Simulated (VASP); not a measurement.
A run of VASP 6.6.1 is set up as follows.

Contents of INCAR:

```
  PREC = Accurate
  ENCUT = 520
  EDIFF = 1E-6
  ISMEAR = 1
  SIGMA = 0.15
  LREAL = F
  LASPH = T
  NELM = 60
  ALGO = Fast
  ISIF = 2
  LWAVE = F
  LCHARG = F
  GGA = PE
  NBANDS = 58
```

Contents of KPOINTS:

```
Automatic mesh
0
Gamma
  3 3 3
```

The input POSCAR:

```
YIn2P2
1.0
    5.9597160000      0.9247910000     -0.8865330000
    0.2808880000      6.3534760000      0.4340560000
   -0.4258540000      0.3763610000      6.6519400000
Y In P
2 4 4
Direct
    0.5971902446      0.9070504767      0.9085011527
    0.5770675483      0.6950235165      0.3760243323
    0.7592349091      0.2161686592      0.5215205636
    0.2340788903      0.2831669299      0.5331308394
    0.9972994617      0.5233924211      0.8167005810
    0.2567145646      0.1682317736      0.1131683272
    0.9399639512      0.9359306308      0.2916348848
    0.1241436065      0.6127704679      0.2040664386
    0.1571784261      0.8124264875      0.6157641636
    0.5553814168      0.4100049266      0.8359601643
```

Potentials or basis: VASP PAW PBE potentials, release 64 (Y_sv, In_d, P).

Run with:

```bash
$ cat potpaw_PBE.64/Y_sv/POTCAR potpaw_PBE.64/In_d/POTCAR potpaw_PBE.64/P/POTCAR > POTCAR
$ mpirun -np 1 vasp_std > vasp.out
```

(1) What does it give for the band gap on the k mesh?

(2) Predict the pressure.

## Answers

(1) none (metal or under the smearing width).

(2) -0.3 GPa.
